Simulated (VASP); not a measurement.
Here is the system:

```
AuCu3
1.0
    3.74399     0.00000     0.00000
    0.00000     3.74399     0.00000
    0.00000     0.00000     3.74399
Cu Au
3 1
Direct
  0.00000   0.50000   0.50000
  0.50000   0.00000   0.50000
  0.50000   0.50000   0.00000
  0.00000   0.00000   0.00000
```

Method: PBE GGA, VASP's PBE PAW potentials (set 64) (plane waves; VASP 6.6.1). Run with 500 eV cut-off, 8×8×8 Γ-centred mesh, first-order Methfessel-Paxton smearing of 0.10 eV, potentials Cu Au.

Unless said otherwise, spin-orbit coupling is left out, though it shifts the bands of the heavy elements here.

Question: Estimate the energy per atom (σ→0), pressure, band gap (on the k-mesh) with the smallest direct gap where there is one.

Answer: 
```json
{
  "band gap (on the k-mesh)": "none (metal, semimetal or under 0.01 eV)",
  "energy per atom (σ→0)": "-3638 meV/atom",
  "pressure": "5.05 GPa"
}
```

Only differences to runs with the same potentials and settings are physical.

The compound is Cu3Au in the L1_2 structure. It was relaxed first under an external pressure of 5 GPa.
